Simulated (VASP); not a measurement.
**MnPt with LDA: from relaxation to properties**

Aim: relax MnPt, then compute properties on the relaxed cell. The steps: magnetic order: ferromagnetic, magnetic order: antiferromagnetic, q = (0, 0, 1/2), magnetic order: antiferromagnetic, q = (1/2, 1/2, 1/2), magnetic order: antiferromagnetic, q = (1/2, 1/2, 0), the orders side by side, full relaxation (LDA), second relaxation, single point with fields (LDA), band structure (LDA), total and projected DOS (LDA), vibrations at Γ (LDA), independent-particle dielectric function (LDA) and a single point (LDA), changed input. The start is a cell from a database of measured crystal structures.

Calculated with VASP 6.6.1; LDA, spin-polarised from a ferromagnetic start (one magnetic atom a cell); plane waves and PAW (Mn_pv, Pt), in the first sound run; inputs show where later runs differ.

Most raw output is cut from this account.

## Step 1: Starting point

Symmetry: P4/mmm, No. 123, tetragonal system. The conventional cell has a = 2.830 Å, b = 2.830 Å, c = 3.660 Å, α = 90.00°, β = 90.00°, γ = 90.00°. Nearest to Mn lie 8 Pt at 2.71 Å and 4 Mn at 2.83 Å. Nearest to Pt lie 8 Mn at 2.71 Å and 4 Pt at 2.83 Å. Farther neighbours are not listed.

## Step 2: Magnetic order: ferromagnetic

The properties of a magnet depend on its order, so a few collinear patterns are compared first on the cell as listed, beginning with all moments parallel. LDA, the lowest rung, knows the local density alone.

INCAR

```
SYSTEM = MnPt
PREC = Accurate
ENCUT = 400
EDIFF = 1E-06
NELM = 100
ISMEAR = 1
SIGMA = 0.2
LREAL = .FALSE.
ALGO = Normal
GGA = CA
NBANDS = 21
ISPIN = 2
MAGMOM = 4 0
LASPH = .TRUE.
LMAXMIX = 4
LORBIT = 11
LWAVE = .FALSE.
LCHARG = .FALSE.
KPAR = 4
ISIF = 2
```

POSCAR

```
MnPt
1.0
    2.8300000000      0.0000000000      0.0000000000
    0.0000000000      2.8300000000      0.0000000000
    0.0000000000      0.0000000000      3.6600000000
Mn Pt
1 1
Direct
    0.0000000000      0.0000000000      0.0000000000
    0.5000000000      0.5000000000      0.5000000000
```

KPOINTS

```
Automatic mesh
0
Gamma
8 8 6
0 0 0
```

Potentials, in the order of the species: Mn_pv and Pt (LDA family, release 64).

Command:

```
> mpirun -np 4 vasp_std
```

Elapsed: 6.4 s, on 4 MPI ranks of Intel Xeon 6975P-C (Granite Rapids), shared host; peak memory 0.56 GiB; 20 s of CPU time.

The k-mesh is coarse for a metal. At this level the cell is under a tension of 12.2 GPa, so at these settings it is away from equilibrium.

Numbers from this step:

```
electronic steps                                  : 16
electrons                                         : 23
bands                                             : 21
irreducible k points                              : 60
symmetry operations                               : 16
free energy (TOTEN)                               : -17.60 eV
energy at zero smearing                           : -17.60 eV
Fermi energy                                      : 9.330 eV
pressure                                          : -12.15 GPa
moment of the cell, from the last line of the log : 4.019 μB
metallic                                          : yes
```

Spin moment in the PAW sphere by atom:

```
atom  spin moment in the PAW sphere (μB)
 Mn1                                3.53
 Pt2                                0.33
```

The run ends ferromagnetic with a largest moment of 3.53 μB, and the mesh shows no gap.

## Step 3: Magnetic order: antiferromagnetic, q = (0, 0, 1/2)

This step: LDA, spin-polarised from an antiferromagnetic start; plane waves and PAW (Mn_pv, Pt) (VASP 6.6.1).

System of this step: MnPt. It takes space group P4/mmm (No. 123, tetragonal). Conventional cell: a = 2.830 Å, b = 2.830 Å, c = 3.660 Å, α = 90.00°, β = 90.00°, γ = 90.00°. Nearest to Mn lie 8 Pt at 2.71 Å and 4 Mn at 2.83 Å. Nearest to Pt lie 8 Mn at 2.71 Å and 4 Pt at 2.83 Å. Farther neighbours are not listed.

Next, a pattern with opposite moments, which needs a doubled cell; q is given in the reciprocal vectors of the primitive cell.

Changes to INCAR since step 2:

```diff
@@ -10,5 +10,5 @@
 GGA = CA
-NBANDS = 21
+NBANDS = 31
 ISPIN = 2
-MAGMOM = 4 0
+MAGMOM = 4 -4 0 0
 LASPH = .TRUE.
```

POSCAR

```
MnPt
1.0
    2.8300000000      0.0000000000      0.0000000000
    0.0000000000      2.8300000000      0.0000000000
    0.0000000000      0.0000000000      7.3200000000
Mn Pt
2 2
Direct
    0.0000000000      0.0000000000      0.0000000000
    0.0000000000      0.0000000000      0.5000000000
    0.5000000000      0.5000000000      0.2500000000
    0.5000000000      0.5000000000      0.7500000000
```

KPOINTS

```
Automatic mesh
0
Gamma
8 8 3
0 0 0
```

Command:

```
> mpirun -np 4 vasp_std
```

Elapsed: 11 s, on 4 MPI ranks; peak memory 0.65 GiB.

At this level the cell is under a tension of 13.4 GPa, so at these settings it is away from equilibrium.

This step gave:

```
electronic steps        : 15
electrons               : 46
bands                   : 31
irreducible k points    : 30
free energy (TOTEN)     : -35.34 eV
energy at zero smearing : -35.35 eV
Fermi energy            : 9.441 eV
pressure                : -13.41 GPa
```

Spin moment in the PAW sphere by atom:

```
atom  spin moment in the PAW sphere (μB)
 Mn1                                3.49
 Mn2                               -3.49
 Pt3                                0.00
 Pt4                                0.00
```

The energy lies -36.5 meV an atom from the first pattern. The run ends antiferromagnetic with a largest moment of 3.49 μB, and the mesh shows no gap.

## Step 4: Magnetic order: antiferromagnetic, q = (1/2, 1/2, 1/2)

INCAR is that of step 3.

POSCAR

```
MnPt
1.0
    5.6600000000      0.0000000000      0.0000000000
    2.8300000000      2.8300000000      0.0000000000
    2.8300000000      0.0000000000      3.6600000000
Mn Pt
2 2
Direct
    0.0000000000      0.0000000000      0.0000000000
    0.5000000000      0.0000000000      0.0000000000
    0.7500000000      0.5000000000      0.5000000000
    0.2500000000      0.5000000000      0.5000000000
```

KPOINTS

```
Automatic mesh
0
Gamma
8 8 8
0 0 0
```

Command:

```
> mpirun -np 4 vasp_std
```

Wall time 26 s (4 MPI ranks); peak memory 0.92 GiB; 79 s of CPU time.

At this level the cell is under a tension of 16.3 GPa, so at these settings it is away from equilibrium.

Numbers from this step:

* irreducible k points: 59
* free energy (TOTEN): -35.76 eV
* energy at zero smearing: -35.77 eV
* Fermi energy: 9.252 eV
* pressure: -16.26 GPa

Spin moment in the PAW sphere by atom:

```
atom  spin moment in the PAW sphere (μB)
 Mn1                                3.44
 Mn2                               -3.44
 Pt3                                0.00
 Pt4                                0.00
```

The energy lies -141.9 meV an atom from the first pattern. The run ends antiferromagnetic with a largest moment of 3.44 μB, and the mesh shows no gap.

## Step 5: Magnetic order: antiferromagnetic, q = (1/2, 1/2, 0)

INCAR is that of step 4.

POSCAR

```
MnPt
1.0
    5.6600000000      0.0000000000      0.0000000000
    2.8300000000      2.8300000000      0.0000000000
    0.0000000000      0.0000000000      3.6600000000
Mn Pt
2 2
Direct
    0.0000000000      0.0000000000      0.0000000000
    0.5000000000      0.0000000000      0.0000000000
    0.0000000000      0.5000000000      0.5000000000
    0.5000000000      0.5000000000      0.5000000000
```

KPOINTS

```
Automatic mesh
0
Gamma
8 8 6
0 0 0
```

Command:

```
> mpirun -np 4 vasp_std
```

Run time: 21 s. Hardware: 4 MPI ranks; peak memory 0.92 GiB; 64 s of CPU time.

At this level the cell is under a tension of 15.8 GPa, so at these settings it is away from equilibrium.

This step gave:

```
irreducible k points    : 60
free energy (TOTEN)     : -35.91 eV
energy at zero smearing : -35.91 eV
Fermi energy            : 9.816 eV
pressure                : -15.80 GPa
```

Spin moment in the PAW sphere by atom:

```
atom  spin moment in the PAW sphere (μB)
 Mn1                                3.52
 Mn2                               -3.52
 Pt3                                0.00
 Pt4                                0.00
```

The energy lies -177.7 meV an atom from the first pattern. The run ends antiferromagnetic with a largest moment of 3.52 μB, and the mesh shows no gap.

## Step 6: The orders side by side

This step: collinear orders at LDA; plane waves and PAW (VASP 6.6.1).

No new run; the numbers come from the runs before.

Patterns, by row:

```
                                 start  atoms  energy less that of the first (meV/atom)  largest site moment (μB)          end state
                         ferromagnetic      2                                         0                      3.53      ferromagnetic
    antiferromagnetic, q = (0, 0, 1/2)      4                                     -36.5                      3.49  antiferromagnetic
antiferromagnetic, q = (1/2, 1/2, 1/2)      4                                    -141.9                      3.44  antiferromagnetic
  antiferromagnetic, q = (1/2, 1/2, 0)      4                                    -177.7                      3.52  antiferromagnetic
```

The session goes on in the lowest magnetic state found: antiferromagnetic, q = (1/2, 1/2, 0). The next one lies 35.8 meV an atom higher.

## Step 7: Full relaxation (LDA)

This step: LDA, spin-polarised from an antiferromagnetic start; plane waves and PAW (Mn_pv, Pt) (VASP 6.6.1).

The start need not lie at this functional's minimum. ISIF = 3 frees volume, shape and positions, and EDIFFG sets the threshold on forces and stress at which the search stops.

Changes to INCAR since step 5:

```diff
@@ -12,3 +12,3 @@
 ISPIN = 2
-MAGMOM = 4 -4 0 0
+MAGMOM = 3.52 -3.52 0 0
 LASPH = .TRUE.
@@ -19,2 +19,5 @@
 KPAR = 4
-ISIF = 2
+IBRION = 2
+NSW = 60
+ISIF = 3
+EDIFFG = -0.01
```

POSCAR is that of step 5.

KPOINTS

```
Automatic mesh
0
Gamma
9 9 7
0 0 0
```

Command:

```
> mpirun -np 4 vasp_std
```

Run time: 2 min. Hardware: 4 MPI ranks; peak memory 1 GiB.

The magnetic order is the lowest of the few collinear ones that converged above; longer or canted patterns were not tried. The cell is doubled for it, so bands and modes from the zone boundary of the chemical cell fold onto Γ and the labels are those of the larger cell. After so large a change of volume the plane waves of the start cell no longer fit, so the final stress carries a basis-set error. The run keeps the 16 symmetry operations of its start, so it cannot find a distortion of lower symmetry.

Relaxation path:

```
step  energy less that of the first step (eV)  largest force (eV/Å)  pressure (GPa)  volume (Å³)
   1                                   0.0000                0.0000          -15.72        58.63
   2                                   0.4260                0.0000           37.29        47.25
   3                                  -0.2603                0.0000           -0.57        54.01
   4                                  -0.2609                0.0000            0.27        53.81
   5                                  -0.2826                0.0000            0.15        53.73
   6                                  -0.2883                0.0000            0.24        53.65
   7                                  -0.2883                0.0000            0.22        53.66
   8                                  -0.2882                0.0000           -0.35        53.81
   9                                  -0.2883                0.0000           -0.03        53.71
```

```
     cell as run  before  after  change
           a (Å)   5.660  5.413  -4.4 %
           b (Å)   4.002  3.828  -4.4 %
           c (Å)   3.660  3.666  +0.2 %
volume (Å³/atom)   14.66  13.43  -8.4 %
```

The relaxed structure:

```xyz
4
Lattice="5.4134 0.0000 0.0000 2.7067 2.7067 0.0000 0.0000 0.0000 3.6655" Properties=species:S:1:pos:R:3 pbc="T T T"
Mn    0.0000    0.0000    0.0000
Mn    2.7067    0.0000    0.0000
Pt    1.3534    1.3534    1.8328
Pt    4.0601    1.3534    1.8328
```

Numbers from this step:

* free energy (TOTEN): -36.19 eV
* energy at zero smearing: -36.20 eV
* Fermi energy: 11.15 eV
* pressure: -0.02972 GPa
* SCF cycles over all ionic steps: 89

Spin moment in the PAW sphere by atom:

```
atom  spin moment in the PAW sphere (μB)
 Mn1                                3.26
 Mn2                               -3.26
 Pt3                                0.00
 Pt4                                0.00
```

It ends with forces that vanish by symmetry and a pressure of -0.03 GPa.

## Step 8: Second relaxation

A relaxation keeps the plane waves of the cell it began with, so it is repeated from the new cell, on a basis made for it. The mesh changes with the cell too.

INCAR is that of step 7.

POSCAR

```
MnPt
1.0
    5.4134336589      0.0000000000      0.0000000000
    2.7067168294      2.7067168294      0.0000000000
    0.0000000000      0.0000000000      3.6655023880
Mn Pt
2 2
Direct
    0.0000000000      0.0000000000      0.0000000000
    0.5000000000      0.0000000000      0.0000000000
    0.0000000000      0.5000000000      0.5000000000
    0.5000000000      0.5000000000      0.5000000000
```

KPOINTS

```
Automatic mesh
0
Gamma
10 10 7
0 0 0
```

Command:

```
> mpirun -np 4 vasp_std
```

Run time: 49 s. Hardware: 4 MPI ranks; peak memory 1 GiB; 2.6 min of CPU time.

Little changed from the start: no atom moved by 0.005 Å and no cell edge by 0.1 %.

Numbers from this step:

```
irreducible k points            : 84
free energy (TOTEN)             : -36.18 eV
energy at zero smearing         : -36.18 eV
Fermi energy                    : 11.17 eV
pressure                        : 0.01030 GPa
SCF cycles over all ionic steps : 30
```

It ends with forces that vanish by symmetry and a pressure of 0.01 GPa. The volume moved by only 0.06 %, so the volume is settled.

## Step 9: Single point with fields (LDA)

A single point on the relaxed cell gives a clean self-consistent state, with density, ELF and potential written out.

Changes to INCAR since step 8:

```diff
@@ -17,7 +17,5 @@
 LWAVE = .FALSE.
-LCHARG = .FALSE.
-KPAR = 4
-IBRION = 2
-NSW = 60
-ISIF = 3
-EDIFFG = -0.01
+LCHARG = .TRUE.
+ISIF = 2
+LELF = .TRUE.
+LVHAR = .TRUE.
```

POSCAR

```
MnPt
1.0
    5.4124341025      0.0000000000      0.0000000000
    2.7062170512      2.7062170512      0.0000000000
    0.0000000000      0.0000000000      3.6647727889
Mn Pt
2 2
Direct
    0.0000000000      0.0000000000      0.0000000000
    0.5000000000      0.0000000000      0.0000000000
    0.0000000000      0.5000000000      0.5000000000
    0.5000000000      0.5000000000      0.5000000000
```

KPOINTS is that of step 8.

Command:

```
> mpirun -np 4 vasp_std
```

It took 32 s on 4 MPI ranks; peak memory 0.64 GiB; 98 s of CPU time.

With spin, VASP writes an ELF for each channel.

Numbers from this step:

```yaml
electronic_steps: 16
bands: 32
pressure: -3.61e-4 GPa
```

Valence electrons inside each PAW sphere by angular momentum. Sphere charges, by row:

```
atom  s (e)  p (e)  d (e)  tot (e)
 Mn1  0.341  6.312  5.018    11.67
 Mn2  0.341  6.312  5.018    11.67
 Pt3  0.745  0.725  8.094    9.564
 Pt4  0.745  0.725  8.094    9.564
```

Spin density in the bc plane at fractional x = 0.000, with atoms of Mn and Pt within 0.2 Å of it.

Values in e/Å³, 13 rows by 14 columns, each cell a mean:
```
3.9 2.6 0.9 0.2 0.1 0.0 0.0 0.0 0.0 0.0 0.1 0.3 1.3 3.0
1.8 1.1 0.4 0.1 0.0 0.0 0.0 0.0 0.0 0.0 0.1 0.2 0.5 1.3
0.4 0.2 0.1 0.0 0.0 0.0 0.0 0.0 0.0 0.0 0.0 0.1 0.1 0.3
0.1 0.1 0.0 0.0 0.0 0.0 0.0 0.0 0.0 0.0 0.0 0.0 0.0 0.1
0.0 0.0 0.0 0.0 0.0 0.0 0.0 0.0 0.0 0.0 0.0 0.0 0.0 0.0
0.0 0.0 0.0 0.0 0.0 0.0 0.0 0.0 0.0 0.0 0.0 0.0 0.0 0.0
0.0 0.0 0.0 0.0 0.0 0.0 0.0 0.0 0.0 0.0 0.0 0.0 0.0 0.0
0.0 0.0 0.0 0.0 0.0 0.0 0.0 0.0 0.0 0.0 0.0 0.0 0.0 0.0
0.1 0.0 0.0 0.0 0.0 0.0 0.0 0.0 0.0 0.0 0.0 0.0 0.0 0.0
0.2 0.2 0.1 0.0 0.0 0.0 0.0 0.0 0.0 0.0 0.0 0.0 0.1 0.2
1.1 0.7 0.2 0.1 0.0 0.0 0.0 0.0 0.0 0.0 0.0 0.1 0.3 0.8
3.4 2.2 0.7 0.2 0.1 0.0 0.0 0.0 0.0 0.0 0.1 0.3 1.1 2.6
4.9 3.4 1.2 0.3 0.1 0.0 0.0 0.0 0.0 0.0 0.1 0.4 1.8 3.9
```
Columns run along b (3.8 Å), rows up along c (3.7 Å). Atoms in or near the plane, at fractional coordinates: Mn at (0.00, 0.00), Pt at (0.50, 0.50).

ELF of up spins in the bc plane at fractional x = 0.000, with atoms of Mn and Pt within 0.2 Å of it. It is the smooth field of the valence electrons, not physical close to the nuclei.

Ten even steps from '_' (0.01) to '@' (0.38), each cell a mean:
```
..==**====********++--++**--
**##++==**##########++==****
++====**%%@@@@@@@@@@%%++====
----++%%@@@@##**##@@@@##==--
==++##@@@@++....::**@@%%**==
==++##@@##::__..__--%%%%**++
==++##@@##..__::__--%%%%**++
==++##@@%%--____..++@@%%**++
--==**%%@@%%++==**@@@@%%++--
==--==##@@@@@@@@@@@@%%**==--
****++==##%%%%%%%%%%**==++**
::++**====**##**##**==++##==
__::**==--++******++--++**..
```
Columns run along b (3.8 Å), rows up along c (3.7 Å). Atoms in or near the plane, at fractional coordinates: Mn at (0.00, 0.00), Pt at (0.50, 0.50).

Valence density in the bc plane at fractional x = 0.000, with atoms of Mn and Pt within 0.2 Å of it. It is the smooth field of the valence electrons, not physical close to the nuclei.

Ten steps, logarithmic in the rise over the least value, from '0' (0 e/Å³) to '9' (16 e/Å³), each cell a mean:
```
98621000001379
77421111111257
43211223221123
11112344432111
00123555543200
00124566654200
00124566654200
00124556553200
00123455442110
32112233321112
65311111111246
98621000001378
99631000001479
```
Columns run along b (3.8 Å), rows up along c (3.7 Å). Atoms in or near the plane, at fractional coordinates: Mn at (0.00, 0.00), Pt at (0.50, 0.50).

In this run the pressure is 0.00 GPa, small enough to go on.

## Step 10: Band structure (LDA)

Levels along the symmetry lines show where the bands peak and cross; KPOINTS_OPT computes them in the converged potential.

INCAR

```
SYSTEM = MnPt
PREC = Accurate
ENCUT = 400
EDIFF = 1E-06
NELM = 100
ISMEAR = 1
SIGMA = 0.2
LREAL = .FALSE.
ALGO = Normal
GGA = CA
NBANDS = 39
ISPIN = 2
MAGMOM = 3.256 -3.256 0 0
LASPH = .TRUE.
LMAXMIX = 4
LORBIT = 11
LWAVE = .FALSE.
LCHARG = .FALSE.
KPAR = 4
```

POSCAR is that of step 9.

KPOINTS is that of step 9.

KPOINTS_OPT

```
Line mode
16
Line-mode
Reciprocal
  0.00000000   0.00000000   0.00000000 GAMMA
  0.50000000   0.00000000   0.00000000 X

  0.50000000   0.00000000   0.00000000 X
  0.00000000  -0.50000000   0.00000000 M

  0.00000000  -0.50000000   0.00000000 M
  0.00000000   0.00000000   0.00000000 GAMMA

  0.00000000   0.00000000   0.00000000 GAMMA
  0.00000000   0.00000000   0.50000000 Z

  0.00000000   0.00000000   0.50000000 Z
  0.50000000   0.00000000   0.50000000 R

  0.50000000   0.00000000   0.50000000 R
  0.00000000  -0.50000000   0.50000000 A

  0.00000000  -0.50000000   0.50000000 A
  0.00000000   0.00000000   0.50000000 Z

  0.50000000   0.00000000   0.00000000 X
  0.50000000   0.00000000   0.50000000 R

  0.00000000  -0.50000000   0.00000000 M
  0.00000000  -0.50000000   0.50000000 A
```

Command:

```
> mpirun -np 4 vasp_std
```

Elapsed: 60 s, on 4 MPI ranks; peak memory 1.6 GiB.

Spin-orbit coupling is off here; with elements this heavy it splits and shifts levels by tenths of an eV or more.

This step gave:

| Quantity | Value |
| --- | --- |
| bands | 39 |
| pressure | 0.02032 GPa |

Both spin channels agree. Electronic bands along the path, in eV, zero at the Fermi level; # counts the bands kept:

```
          point    #14    #15    #16    #17    #18    #19   #20   #21
              Γ  -0.22  -0.22   0.23   1.11   1.20   1.24  1.24  1.26
0.47 of the way  -1.46  -1.18  -1.07  -0.23   0.48   0.78  0.89  1.09
              X  -2.18  -2.15  -1.33  -0.23  -0.05  -0.02  0.35  0.91
0.47 of the way  -2.21  -1.92  -1.75  -1.01   0.04   0.39  0.49  0.86
              M  -2.49  -2.17  -2.15  -2.09   0.00   0.00  0.27  1.76
0.47 of the way  -2.04  -1.72  -1.03  -0.87   0.55   0.61  0.63  1.05
              Γ  -0.22  -0.22   0.23   1.11   1.20   1.24  1.24  1.26
0.47 of the way  -1.62  -0.96  -0.42   0.24   0.46   0.46  0.78  1.06
              Z  -2.27  -2.24  -1.27  -0.34  -0.34   0.18  0.24  0.52
0.53 of the way  -2.29  -2.18  -1.69  -1.36   0.24   0.32  0.39  0.66
              R  -2.38  -2.17  -1.93  -1.88   0.24   0.35  0.45  0.87
0.47 of the way  -2.32  -2.12  -1.83  -1.17   0.49   0.58  0.73  0.79
              A  -0.97  -0.97  -0.73  -0.52  -0.52  -0.49  0.93  1.02
0.47 of the way  -2.52  -2.28  -1.54  -0.68   0.29   0.36  0.73  0.80
              Z  -2.27  -2.24  -1.27  -0.34  -0.34   0.18  0.24  0.52
      jump to X  -2.18  -2.15  -1.33  -0.23  -0.05  -0.02  0.35  0.91
0.47 of the way  -2.07  -1.78  -1.64  -1.17   0.30   0.54  0.61  0.84
              R  -2.38  -2.17  -1.93  -1.88   0.24   0.35  0.45  0.87
      jump to M  -2.49  -2.17  -2.15  -2.09   0.00   0.00  0.27  1.76
0.47 of the way  -2.43  -2.39  -1.78  -1.12   0.34   0.34  0.91  1.44
              A  -0.97  -0.97  -0.73  -0.52  -0.52  -0.49  0.93  1.02
```

Of the projections kept (Mn, Pt), the largest for each band there; the rest of the weight can lie on other orbitals:

```
point      #14      #15      #16      #17      #18      #19      #20      #21
    Γ  Mn 0.61  Mn 0.61  Pt 1.00  Mn 0.99  Mn 0.70  Pt 0.63  Pt 0.63  Mn 0.85
    X  Mn 0.74  Mn 0.81  Mn 0.68  Mn 0.62  Mn 0.86  Mn 0.84  Mn 0.95  Mn 0.78
    M  Mn 0.99  Pt 1.00  Pt 1.00  Mn 0.82  Mn 0.97  Mn 0.97  Mn 0.98  Pt 0.94
    Γ  Mn 0.61  Mn 0.61  Pt 1.00  Mn 0.99  Mn 0.70  Pt 0.63  Pt 0.63  Mn 0.85
    Z  Pt 1.00  Mn 0.96  Pt 1.00  Mn 0.92  Mn 0.92  Mn 0.98  Pt 1.00  Mn 0.98
    R  Mn 0.99  Mn 0.66  Mn 0.72  Mn 0.72  Mn 0.84  Mn 0.86  Mn 0.99  Mn 0.57
```

There is no gap at this level.

(Continued in part 2 of 2.)

[Lines on the potential files, build, host, timing and source positions are cut from VASP's logs without a mark.]

[Logs are printed without paths, hosts, clocks, repeated set-up lines and the standing remarks that a program may print on its own settings, such as how far it seeks lower states.]

[Hosts, paths, dates, database ids (printed as entryN), source tags and the programs' standing remarks are cut or masked in the printed files.]

[A measured line is paired with the nearest computed mode of its activity, which favours agreement.]
